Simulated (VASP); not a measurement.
The input files of a VASP run:

### KPOINTS
```
Automatic mesh
0
Gamma
  12 12 12
```

INCAR:
```
! general
SYSTEM =Cr
PREC   =Accurate
ENCUT  =480
LREAL  =F   ! projection in real space or not
LASPH  =T

! electronic loop
EDIFF  =1E-7   ! SCF stop (eV)
NELM   =100
ALGO   =Normal   ! blocked Davidson
LMAXMIX=4
LMIXTAU=T

! smearing
ISMEAR =1   ! Methfessel-Paxton
SIGMA  =0.1   ! width (eV)

! functional
METAGGA=R2SCAN

! spin
ISPIN  =2
MAGMOM =2.7 -2.7

! ions
IBRION =2   ! conjugate gradients
NSW    =30
ISIF   =2   ! forces and stress, cell fixed
EDIFFG =-0.01   ! ionic stop

! output
LWAVE  =F
LCHARG =F
LORBIT =10
```

File POSCAR:
```
Cr
1.0
  2.9614736429   0.0000000000  -0.0148073682
  0.0000000000   2.9614736429   0.0000000000
 -0.0148073682   0.0000000000   2.9614736429
Cr
2
direct
  0.0000000000   0.0000000000   0.0000000000
  0.5000000000   0.5000000000   0.5000000000
```

POTCAR, in this order: Cr_pv (PBE.64 set). Program: vasp_std.

Translate this r2SCAN calculation to Ansatz.

One equivalent input (not run):
Ansatz 0.2 input:
```yaml
crystal:
  lattice:
    - [2.9614736, 0.0000000, -0.0148074]
    - [0.0000000, 2.9614736, 0.0000000]
    - [-0.0148074, 0.0000000, 2.9614736]
  atoms:
    - { symbol: Cr, position: [0.0000000, 0.0000000, 0.0000000], spin: 2.7 }
    - { symbol: Cr, position: [0.5000000, 0.5000000, 0.5000000], spin: -2.7 }
kpoints:
  mp_grid: { grid: [12, 12, 12] }
hamiltonian:
  xc: r2scan
  pseudopotentials: { kind: paw }
magnetization: { spin_polarized: true }
scf:
  occupations: { method: methfessel_paxton, width: 0.1 }
  max_iter: 100
relax:
  max_steps: 30
  f_tol: 0.01
output: { forces: true, stress: true, eigenvalues: true }
```
Limits of the translation: each code has its own PAW files, so the cut-off isn't converted (ENCUT is set for VASP's; basis.ecutwfc is left out, and Ansatz then takes the one that its files recommend); Ansatz stops its SCF on the density residual and VASP on the energy change (EDIFF).

The compound is Cr in the bcc, AFM order structure. This cell was strained or had an atom moved on purpose.
